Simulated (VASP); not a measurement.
For cubic AgCl (space group Fm-3m), LDA (Ceperley-Alder, Perdew-Zunger), VASP's LDA PAW potentials (set 64) in VASP gives ε∞ = 5.77, a static ε₀ = 11.21 and a transverse optical mode at 132 cm⁻¹.

Task: Estimate the longitudinal optical frequency at Γ.

Result: By the Lyddane-Sachs-Teller relation, ω_LO = ω_TO √(ε₀/ε∞) = 132 × √(11.21/5.77) = 184 cm⁻¹.

The structure comes from a computed database's AgCl entry (Fm-3m); how it stands against other phases isn't given here. It was relaxed first, which changed the volume by -10 %.
